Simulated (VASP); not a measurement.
```xyz
1
Lattice="-3.0201 3.0201 3.0201 3.0201 -3.0201 3.0201 3.0201 3.0201 -3.0201" Properties=species:S:1:pos:R:3 pbc="T T T"
Cs     0.0000     0.0000     0.0000
```

These are vdW-DF-cx, VASP's PBE PAW potentials (set 64) (plane waves; VASP 6.6.1) values and carry that method's errors. Numerical set-up: 520 eV cut-off, 10×10×10 Γ-centred mesh, tetrahedra with Blöchl corrections, potentials Cs_sv.

Unless said otherwise, spin-orbit coupling is left out, though it shifts the bands of the heavy elements here.

Task: Predict the energy per atom (σ→0), band gap (on the k-mesh) with the smallest direct gap where there is one.

Result: 
| Property | Result |
|---|---|
| band gap (on the k-mesh) | none (metal, semimetal or under 0.01 eV) |
| energy per atom (σ→0) | 2.045 eV/atom |

Total energies compare only between runs with the same potentials, cut-off and functional.

The compound is Cs in the bcc structure. It was relaxed first.
